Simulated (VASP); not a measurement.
Method: LDA (Ceperley-Alder, Perdew-Zunger), VASP's LDA PAW potentials (set 64) (plane waves; VASP).

Input for VASP

File KPOINTS:
```
Automatic mesh
0
Gamma
8 8 8
0 0 0
```

### INCAR
```
! general
SYSTEM = CaF2
PREC   = Accurate
ENCUT  = 520
LREAL  = .FALSE.
LASPH  = .TRUE.

! electronic loop
EDIFF  = 1E-7
NELM   = 100
ALGO   = Normal

! smearing
ISMEAR = -5

! ions
ISIF   = 2

! output
LWAVE  = .FALSE.
LCHARG = .TRUE.
LORBIT = 11
NEDOS  = 601

! other
LEFG   = .TRUE.
```

POSCAR:
```
CaF2
1
   -0.0000000000     2.6688414332     2.6688414332
    2.6688414332    -0.0000000000     2.6688414332
    2.6688414332     2.6688414332    -0.0000000000
Ca F
1 2
Direct
  1.0000000000   1.0000000000   0.0000000000
  0.2500000000   0.2500000000   0.2500000000
  0.7500000000   0.7500000000   0.7500000000
```

POTCAR, in this order: Ca_sv F (LDA.64 set). Program: vasp_std.

Predict the energy per atom (σ→0), band gap (on the k-mesh).

* **energy per atom (σ→0)**: -6.336 eV/atom
* **band gap (on the k-mesh)**: 7.31 eV

**OSZICAR**
```
...
DAV:   7    -0.190266703950E+02    0.40493E-01   -0.18230E-01  1200   0.407E+00    0.162E+00
DAV:   8    -0.190067490110E+02    0.19921E-01   -0.27456E-02  1232   0.209E+00    0.179E-01
DAV:   9    -0.190071872018E+02   -0.43819E-03   -0.45428E-03  1384   0.540E-01    0.116E-01
DAV:  10    -0.190073522081E+02   -0.16501E-03   -0.30629E-04  1144   0.161E-01    0.321E-02
DAV:  11    -0.190073451170E+02    0.70910E-05   -0.53699E-05  1096   0.801E-02    0.103E-02
DAV:  12    -0.190073447740E+02    0.34305E-06   -0.94346E-06  1424   0.296E-02    0.250E-03
DAV:  13    -0.190073448506E+02   -0.76576E-07   -0.85161E-07  1168   0.854E-03
   1 F= -.19007345E+02 E0= -.19007345E+02  d E =0.000000E+00
```

The compound is CaF2 in the fluorite structure. It was relaxed first, which changed the volume by -7 %.
